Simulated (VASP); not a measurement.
An input for Ansatz (written as the equivalent of a VASP run, and not itself run):

Ansatz 0.2 input:
```yaml
crystal:
  lattice:
    - [3.1209664, 0.0000000, 0.0000000]
    - [0.0000000, 3.1209664, 0.0000000]
    - [0.0000000, 0.0000000, 3.1209664]
  atoms:
    - { symbol: Zn, position: [0.5000000, 0.5000000, 0.5000000] }
    - { symbol: Au, position: [0.0000000, 0.0000000, 0.0000000] }
kpoints:
  mp_grid: { grid: [11, 11, 11] }
hamiltonian:
  xc: pbe
  pseudopotentials: { kind: paw }
scf:
  occupations: { method: methfessel_paxton, width: 0.1 }
  max_iter: 100
output: { forces: true, stress: true, eigenvalues: true }
```

**Question.** Write the VASP files for the same calculation (PBE).

**Answer.** One answer among several that fit: 
### INCAR
```
# general
SYSTEM   =  AuZn
PREC     =  Accurate
ENCUT    =  520
LREAL    =  F
LASPH    =  T

# electronic loop
EDIFF    =  1E-7
NELM     =  100
ALGO     =  Normal
LMAXMIX  =  6

# smearing
ISMEAR   =  1
SIGMA    =  0.1

# functional
GGA      =  PE

# ions
ISIF     =  2

# output
LWAVE    =  F
LCHARG   =  F
```

POSCAR:
```
AuZn
1.0
  3.1209663943   0.0000000000   0.0000000000
  0.0000000000   3.1209663943   0.0000000000
  0.0000000000   0.0000000000   3.1209663943
Zn Au
1 1
Direct
  0.5000000000   0.5000000000   0.5000000000
  0.0000000000   0.0000000000   0.0000000000
```

File KPOINTS:
```
Automatic mesh
0
Gamma
11 11 11
0 0 0
```

POTCAR, in this order: Zn Au (PBE.64 set). Program: vasp_std.

Limits of the translation: each code has its own PAW files, so the cut-off isn't converted (ENCUT is set for VASP's; basis.ecutwfc is left out, and Ansatz then takes the one that its files recommend); Ansatz stops its SCF on the density residual and VASP on the energy change (EDIFF).

The compound is AuZn in the CsCl type structure. This cell is one point of a volume scan, at 0.94 of the reference volume.
